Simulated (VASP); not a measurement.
Runs of VASP 6.6.1 on Pt. It takes space group Fm-3m (No. 225, cubic). Conventional cell: a = 3.922 Å, b = 3.922 Å, c = 3.922 Å, α = 90.00°, β = 90.00°, γ = 90.00°. Pt (site symmetry m-3m) is surrounded by 12 Pt at 2.77 Å. 

```csv
level,potentials or basis,k mesh,cutoff (eV),gap on the mesh (eV),pressure (GPa),relaxed volume (Å³/atom)
PBE,"VASP PAW PBE potentials, release 64 (Pt)",8 × 8 × 8,300,none,0.0,15.53
r2SCAN,"VASP PAW PBE potentials, release 64 (Pt)",16 × 16 × 16,600,none,0.0,(c)
PBE+D3(BJ),"VASP PAW PBE potentials, release 64 (Pt)",16 × 16 × 16,600,none,0.0,15.12
RPBE,"VASP PAW PBE potentials, release 64 (Pt)",16 × 16 × 16,600,none,-0.1,15.87
AM05,"VASP PAW PBE potentials, release 64 (Pt)",16 × 16 × 16,600,none,0.0,14.90
PBE,"VASP PAW PBE potentials, release 64 (Pt)",16 × 16 × 16,600,none,0.0,15.61
PBEsol,"VASP PAW PBE potentials, release 64 (Pt)",16 × 16 × 16,600,none,0.0,(b)
LDA,"VASP PAW LDA potentials, release 64 (Pt)",16 × 16 × 16,600,none,0.0,(a)
```

Alike in all rows: task relaxation of cell and atoms; no spin polarisation; cell relaxed; smearing methfessel-paxton 0.1 eV.

Task: Estimate the missing entries.

Result: (a) 14.79; (b) 15.01; (c) 15.33.

Caveats: the PAW data sets were made with another functional, which shifts forces and pressure a little (some runs); pairwise dispersion overbinds metals, which lowers pressure and volume (some runs).

A k mesh can miss the band edges, and the runs leave out spin-orbit coupling on Pt.

A gap of «none» marks a metal or a gap under the smearing width.

Not every run made on this cell is shown here.
